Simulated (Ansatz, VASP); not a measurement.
# Cross-check of Mo2H2NO2 (Mo2N(OH)2 MXene monolayer) between VASP and Ansatz, part 2 of 2

Aim: how closely do two programs agree when they are given the same cell, functional and k mesh? The structure shown is the start of the Ansatz relaxation below; VASP solves that cell, so the two are compared at the walk's first step.

VASP 6.6.1 and Ansatz 0.2.0.

So far: The starting structure; Ansatz: relaxation, PBEsol with D3(BJ).

### Step 3. VASP: single point, PBEsol with D3(BJ), start cell

Level of this step: PBEsol with D3(BJ), no spin polarisation; plane waves and PAW (H, O, Mo_sv, N) (VASP).

The same cell, functional, mesh and smearing now go to VASP, with its own data sets.

Lines of VASP's logs that name or quote its potential files are left out, and so is its time.

Input file INCAR:

```
SYSTEM = Mo2H2NO2
PREC = Accurate
ENCUT = 520
EDIFF = 1E-06
NELM = 120
ISMEAR = -1
SIGMA = 0.05
LREAL = .FALSE.
ALGO = Normal
GGA = PS
IVDW = 12
NBANDS = 30
LASPH = .TRUE.
LORBIT = 11
LWAVE = .FALSE.
LCHARG = .FALSE.
ISIF = 2
LDIPOL = .TRUE.
IDIPOL = 3
DIPOL = 0.5 0.5 0.5
LVHAR = .TRUE.
GGA_COMPAT = .FALSE.
NELMDL = -8
KPAR = 2
```

Input file POSCAR:

```
Mo2H2NO2
1.0
    2.9532360000      0.0000000000      0.0000000000
   -1.4766180000      2.5575770000      0.0000000000
    0.0000000000      0.0000000000     44.1523190000
H O Mo N
2 2 2 1
Direct
    0.3333334637      0.6666669273      0.4257986993
    0.6666667318      0.3333334637      0.5742013007
    0.3333334637      0.6666669273      0.4479945889
    0.6666667318      0.3333334637      0.5520054111
    0.6666667318      0.3333334637      0.4736079887
    0.3333334637      0.6666669273      0.5263920113
    0.0000000000      0.0000000000      0.5000000113
```

Input file KPOINTS:

```
Automatic mesh
0
Gamma
12 12 1
0 0 0
```

Potentials, in the order of the species: H, O, Mo_sv and N (PBE family, release 64).

Started as:

```bash
> mpirun -np 2 vasp_std
```

Numbers of over 12 decimals in the logs are rounded to 6 here.

Output:

```text
[banner, memory and clock lines left out]
running    2 mpi-ranks, on    1 nodes
 distrk:  each k-point on    1 cores,    2 groups
 distr:  one band on    1 cores,    1 groups

 POSCAR found type information on POSCAR H O MoN
 POSCAR found :  4 types and       7 ions
|                                                                             |
|               ----> ADVICE to this user running VASP <----                  |
|                                                                             |
|     You enforced a specific xc type in the INCAR file but a different       |
|     [... a line on the potential file left out ...]
|     I HOPE YOU KNOW WHAT YOU ARE DOING!                                     |
|                                                                             |

 LDA part: xc-table for (Slater+PW92), standard interpolation
 POSCAR, INCAR and KPOINTS ok, starting setup
 FFT: planning ... GRIDC
 FFT: planning ... GRID_SOFT
 FFT: planning ... GRID
 WAVECAR not read
 entering main loop
       N       E                     dE             d eps       ncg     rms          rms(c)
DAV:   1     0.410407529055E+03    0.41041E+03   -0.25241E+04  1548   0.123E+03
DAV:   2    -0.202384367360E+02   -0.43065E+03   -0.41785E+03  1506   0.331E+02
DAV:   3    -0.583470033920E+02   -0.38109E+02   -0.36301E+02  1352   0.936E+01
DAV:   4    -0.597466524518E+02   -0.13996E+01   -0.13222E+01  1508   0.170E+01
DAV:   5    -0.597825134952E+02   -0.35861E-01   -0.35586E-01  1436   0.218E+00
DAV:   6    -0.597835614447E+02   -0.10479E-02   -0.10472E-02  1520   0.325E-01
DAV:   7    -0.597835915012E+02   -0.30057E-04   -0.30052E-04  1448   0.520E-02
DAV:   8    -0.597835930520E+02   -0.15508E-05   -0.15504E-05  1336   0.999E-03    0.549E+01
DAV:   9    -0.529320774760E+02    0.68515E+01   -0.41406E+01  1350   0.382E+01    0.217E+01
DAV:  10    -0.527636057320E+02    0.16847E+00   -0.69200E+00  1434   0.142E+01    0.119E+01
DAV:  11    -0.526137055930E+02    0.14990E+00   -0.44496E+00  1364   0.108E+01    0.187E+00
DAV:  12    -0.523995120784E+02    0.21419E+00   -0.81608E-01  1380   0.509E+00    0.377E-01
DAV:  13    -0.524041933810E+02   -0.46813E-02   -0.49242E-02  1406   0.108E+00    0.299E-01
DAV:  14    -0.524035195811E+02    0.67380E-03   -0.26878E-03  1482   0.301E-01    0.907E-02
[...]
DAV:  18    -0.524035546612E+02   -0.48114E-04   -0.47967E-05  1258   0.242E-02    0.105E-02
DAV:  19    -0.524036324707E+02   -0.77810E-04   -0.72981E-05  1228   0.242E-02    0.464E-03
DAV:  20    -0.524036812004E+02   -0.48730E-04   -0.32524E-05  1144   0.110E-02    0.295E-03
DAV:  21    -0.524036913974E+02   -0.10197E-04   -0.19229E-06   932   0.540E-03    0.139E-03
DAV:  22    -0.524037026096E+02   -0.11212E-04   -0.88777E-07   888   0.352E-03    0.895E-04
DAV:  23    -0.524037078992E+02   -0.52896E-05   -0.30775E-07   818   0.202E-03    0.580E-04
DAV:  24    -0.524037124969E+02   -0.45978E-05   -0.38949E-07   850   0.262E-03    0.749E-04
DAV:  25    -0.524037133378E+02   -0.84084E-06   -0.10527E-07   708   0.177E-03
   1 F= -.53568968E+02 E0= -.53553158E+02  d E =-.316196E-01
```

Parts of OUTCAR (step 3):

```text
ion  position               nearest neighbor table
   1  0.333  0.667  0.426-   3 0.98
   2  0.667  0.333  0.574-   4 0.98
   3  0.333  0.667  0.448-   1 0.98   5 2.05   5 2.05   5 2.05
   4  0.667  0.333  0.552-   2 0.98   6 2.05   6 2.05   6 2.05
   5  0.667  0.333  0.474-   3 2.05   3 2.05   3 2.05   7 2.07   7 2.07   7 2.07   6 2.89   6 2.89
                             6 2.89
   6  0.333  0.667  0.526-   4 2.05   4 2.05   4 2.05   7 2.07   7 2.07   7 2.07   5 2.89   5 2.89
                             5 2.89
   7  0.000  0.000  0.500-   6 2.07   6 2.07   5 2.07   6 2.07   5 2.07   5 2.07

  LATTYP: Found a hexagonal cell.
 ALAT       =     2.9532360000
 C/A-ratio  =    14.9504878716

 Subroutine GETGRP returns: Found 12 space group operations
 (whereof 12 operations were pure point group operations)

The static configuration has the point symmetry D_3d.

 Found     19 irreducible k-points:

   k-points           NKPTS =     19   k-points in BZ     NKDIM =     19   number of bands    NBANDS=     30

   dimension x,y,z NGX =    24 NGY =   24 NGZ =  336
   dimension x,y,z NGXF=    48 NGYF=   48 NGZF=  672

   ENCUT  =  520.0 eV  38.22 Ry    6.18 a.u.   5.49  5.49 82.09*2*pi/ulx,y,z

   NELECT =      47.0000    total number of electrons

 k-points in reciprocal lattice and weights: Automatic mesh
   0.00000000  0.00000000  0.00000000       0.007
   0.08333333  0.00000000  0.00000000       0.042
   0.16666667  0.00000000  0.00000000       0.042
   0.25000000  0.00000000  0.00000000       0.042
   0.33333333  0.00000000  0.00000000       0.042
   0.41666667 -0.00000000  0.00000000       0.042
   0.50000000  0.00000000  0.00000000       0.021
   0.08333333  0.08333333  0.00000000       0.042
   0.16666667  0.08333333  0.00000000       0.083
[...]
0.33333333  0.25000000  0.00000000       0.083
   0.33333333  0.33333333  0.00000000       0.014

 dipolmoment           0.000000      0.000000     -0.000002 electrons x Angstroem

 average (electrostatic) potential at core
       1 -42.7308       2 -42.7308       3 -79.9864       4 -79.9864       5 -83.2827
       6 -83.2828       7 -71.6302

 E-fermi :  -0.6133

 k-point     1 :       0.0000    0.0000    0.0000
  band No.  band energies     occupation
    ...
     24      -0.9806      1.99871
     25      -0.9550      1.99785
     26      -0.9550      1.99785
     27      -0.9391      1.99705
     28      -0.7566      1.89234
     29       0.1893      0.00000
     30       0.1893      0.00000

 k-point     2 :       0.0833    0.0000    0.0000
  band No.  band energies     occupation
    ...
     24      -1.0646      1.99976
     25      -0.9874      1.99887
     26      -0.8341      1.97611
     27      -0.7679      1.91319
     28      -0.5797      0.67590
     29       0.2590      0.00000
     30       0.4256      0.00000

 k-point     3 :       0.1667    0.0000    0.0000
  band No.  band energies     occupation
    ...
     21      -3.9442      2.00000
     22      -2.4662      2.00000
     23      -2.3439      2.00000
     24      -1.1711      1.99997
     25      -0.9115      1.99487
     26      -0.4628      0.09390
     27      -0.3179      0.00543
     28      -0.1376      0.00015
     29       0.4382      0.00000
     30       1.0484      0.00000

 Edisp (eV)   -1.16525

  Total       7.50095     7.50094    16.42579     0.00000     0.00000     0.00000
  in kB      36.03680    36.03679    78.91443     0.00000     0.00000     0.00000
  external pressure =       50.33 kB  Pullay stress =        0.00 kB

  energy-cutoff  :      520.00
  volume of cell :      333.49
      direct lattice vectors                 reciprocal lattice vectors
     2.953236000  0.000000000  0.000000000     0.338611611  0.195497535  0.000000000
    -1.476618000  2.557577000  0.000000000     0.000000000  0.390995071  0.000000000
     0.000000000  0.000000000 44.152319000     0.000000000  0.000000000  0.022648867

 POSITION                                       TOTAL-FORCE (eV/Angst)
 -----------------------------------------------------------------------------------
      0.00000      1.70505     18.80000        -0.000000     -0.000000     -0.933065
      1.47662      0.85253     25.35232         0.000000     -0.000000      0.933065
      0.00000      1.70505     19.78000        -0.000000     -0.000000     -2.615509
      1.47662      0.85253     24.37232         0.000000      0.000000      2.615509
      1.47662      0.85253     20.91089        -0.000000     -0.000000      0.680138
      0.00000      1.70505     23.24143         0.000000      0.000000     -0.680138
      0.00000      0.00000     22.07616         0.000000     -0.000000      0.000000
 -----------------------------------------------------------------------------------
    total drift:                               -0.000000     -0.002850     -0.000738

  FREE ENERGIE OF THE ION-ELECTRON SYSTEM (eV)
  ---------------------------------------------------
  free  energy   TOTEN  =       -53.5689675407 eV

  energy  without entropy=      -53.5373479252  energy(sigma->0) =      -53.55315773

 vacuum level on the upper side and lower side of the slab         2.495         2.495

 total charge
# of ion       s       p       d       tot
------------------------------------------
    1        0.598   0.120   0.000   0.718
    2        0.598   0.120   0.000   0.718
    3        1.556   3.616   0.000   5.171
    4        1.556   3.616   0.000   5.171
    5        2.282   6.245   4.200  12.727
    6        2.282   6.245   4.200  12.727
    7        1.235   2.593   0.000   3.828
--------------------------------------------------
tot         10.105  22.553   8.401  41.060

[... 3 further parts left out ...]
```

This run has no spin polarisation, so a moment on Mo, if there is one, isn't seen. Its electron count is odd, so without a moment it is a metal by construction.

### Step 4. Comparison

Known differences besides the potentials themselves: Ansatz cuts the interaction across the vacuum, VASP repeats the sheet with a dipole correction; the cutoff is 420 eV in Ansatz and 520 eV in VASP; Ansatz makes its cores anew for this functional, VASP keeps those of its PBE data sets. Total energies have different zeros and are not compared.

Forces (eV/Å; atoms numbered as in POSCAR):

| atom | Ansatz x, y, z | VASP x, y, z |
| --- | --- | --- |
| H1 | 0.000, 0.000, -0.835 | 0.000, 0.000, -0.933 |
| H2 | 0.000, 0.000, 0.835 | 0.000, 0.000, 0.933 |
| O3 | 0.000, 0.000, -2.678 | 0.000, 0.000, -2.616 |
| O4 | 0.000, 0.000, 2.678 | 0.000, 0.000, 2.616 |
| Mo5 | 0.000, 0.000, 0.705 | 0.000, 0.000, 0.680 |
| Mo6 | 0.000, 0.000, -0.705 | 0.000, 0.000, -0.680 |
| N7 | 0.000, 0.000, 0.000 | 0.000, 0.000, 0.000 |

The forces differ by 37 meV/Å r.m.s., which is 4.2 % of the r.m.s. force of 0.882 eV/Å (both taken over all components). With vacuum in the cell, a pressure given here is an average over mostly empty space and none of the material.

### Step 5. Outcome

```json
{
 "r.m.s. force difference (single point, PBEsol with D3(BJ), start cell)": "4.2 % of the r.m.s. force"
}
```

In words: The r.m.s. force difference is 4.2 % of the r.m.s. force (single point, PBEsol with D3(BJ), start cell), beyond the 3 % picked in this series as the mark of a large difference. What causes the difference of the single point, PBEsol with D3(BJ), start cell pair stays open here. 1 further run of this series is not shown here. How closely two codes agree says nothing of how well the functional describes the real material.

[Lines on the potential files, build, host, timing and source positions are cut from VASP's logs without a mark.]

[Logs are printed without paths, hosts, clocks, repeated set-up lines and the standing remarks that a program may print on its own settings, such as how far it seeks lower states.]

[Hosts, paths, dates, database ids (printed as entryN), source tags and the programs' standing remarks are cut or masked in the printed files.]
